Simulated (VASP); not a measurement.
OSZICAR of a VASP run on NiSi₂ (fluorite):

**OSZICAR**
```
       N       E                     dE             d eps       ncg     rms          rms(c)
DAV:   1     0.600060092097E+02    0.60006E+02   -0.66454E+03   918   0.112E+03
DAV:   2    -0.161263085859E+02   -0.76132E+02   -0.71484E+02   960   0.222E+02
DAV:   3    -0.192462396646E+02   -0.31199E+01   -0.30541E+01  1135   0.519E+01
DAV:   4    -0.193106281933E+02   -0.64389E-01   -0.64147E-01  1071   0.724E+00
DAV:   5    -0.193124573049E+02   -0.18291E-02   -0.18288E-02  1156   0.127E+00    0.159E+01
DAV:   6    -0.245965419441E+02   -0.52841E+01   -0.55322E+01   988   0.183E+02    0.264E+01
DAV:   7    -0.175320485341E+02    0.70645E+01   -0.16244E+01  1095   0.114E+02    0.431E+00
DAV:   8    -0.174017155929E+02    0.13033E+00   -0.24303E+00  1305   0.271E+01    0.239E+00
DAV:   9    -0.173689857705E+02    0.32730E-01   -0.26078E-01  1153   0.937E+00    0.579E-01
DAV:  10    -0.173678066660E+02    0.11791E-02   -0.75857E-03  1302   0.166E+00    0.289E-01
DAV:  11    -0.173678828469E+02   -0.76181E-04   -0.95334E-04  1124   0.314E-01    0.341E-02
DAV:  12    -0.173679173254E+02   -0.34479E-04   -0.47314E-05  1157   0.104E-01    0.243E-02
DAV:  13    -0.173679198010E+02   -0.24756E-05   -0.30110E-05  1057   0.108E-01    0.912E-03
DAV:  14    -0.173679201731E+02   -0.37211E-06   -0.18853E-06   889   0.113E-02
   1 F= -.17367920E+02 E0= -.17349004E+02  d E =-.378326E-01
```

Problem. Which electronic solver shows in the log?

Solution. It is blocked Davidson (ALGO = Normal, or the opening steps of other solvers). The INCAR had ALGO = Normal.

Problem. How was spin treated?

Solution. Without spin polarisation: there is no mag entry.

Problem. Can the final energy be trusted as converged?

Solution. The run converged. It stopped with EDIFF = 1E-6, NELM = 100 (PBE GGA, plane waves, VASP's PBE PAW potentials (set 64)).

The compound is NiSi2 in the fluorite structure. The cell was not relaxed at this level. The run is one of a series of settings (ISMEAR = 0, SIGMA = 0.3 against the base run), some of them coarse on purpose. The run is not spin-polarised, so no magnetic state was tried.
